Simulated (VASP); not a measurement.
The system is PmS.

```
Pm S
1.0
     0.00000    2.83868    2.83868
     2.83868    0.00000    2.83868
     2.83868    2.83868    0.00000
Pm S
1 1
Direct
  0.50000 0.50000 0.50000
  0.00000 0.00000 0.00000
```

The cell comes from a database or a generator and needn't be the stable form of this composition.

Base run:

* Program: VASP 6.6.1
* Functional: PBE
* Potentials or basis: VASP PAW PBE potentials, release 64 (Pm, S)
* Cutoff: 520 eV
* k mesh: 6 × 6 × 6
* Occupations: gaussian, width 0.05 eV
* Spin: collinear spin, zero start
* Starting moments: [0.0, 0.0] μB
* Hubbard terms: Pm f U = 6 eV

Its results: band gap on the k mesh none (metal or under the smearing width); pressure 5.4 GPa; net moment 4.70 μB per cell; site moments Pm +4.45; S -0.07 μB.

The run is repeated on the same cell with these changes: functional from PBE to LDA; further incar settings from ALGO = Normal; EDIFF = 1e-06; NBANDS = 22 to ALGO = Normal; EDIFF = 1e-07. What comes out?

Band gap on the k mesh none (metal or under the smearing width); pressure -2.9 GPa; net moment 4.31 μB per cell; site moments Pm +4.16; S -0.04 μB.

Caveats: the magnetic or orbital state may not be the lowest; spin-orbit coupling is left out, which moves the levels of the heavy elements; the PAW data sets were made with another functional, which shifts forces and pressure a little (some runs).

Not every run made on this cell is shown here.
